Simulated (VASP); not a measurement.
Energy against volume of AlN (wurtzite). Level of theory: MS2 meta-GGA, VASP's PBE PAW potentials (set 64) (plane waves; VASP). Numerical set-up: 520 eV cut-off, 8×8×5 Γ-centred mesh, Gaussian smearing of 0.050 eV, potentials Al N.

Shape and ions are relaxed at each volume.

```csv
V (Å³/atom),E (eV/atom)
10.045,-10.52190
10.356,-10.52890
10.667,-10.52360
10.977,-10.50768
```

Task: Fit these four points and predict the energy of the run at 9.735 Å³/atom.

Result: A cubic in V^(−2/3), the third-order Birch-Murnaghan form, passes through the four points with V0 = 10.37 Å³/atom and B0 = 210 GPa, and gives -10.5008 eV/atom there. The run gave -10.5006 eV/atom, +0.2 meV/atom from the fit; all five points give B0 = 210 GPa.

The compound is AlN in the wurtzite structure. It was relaxed first.
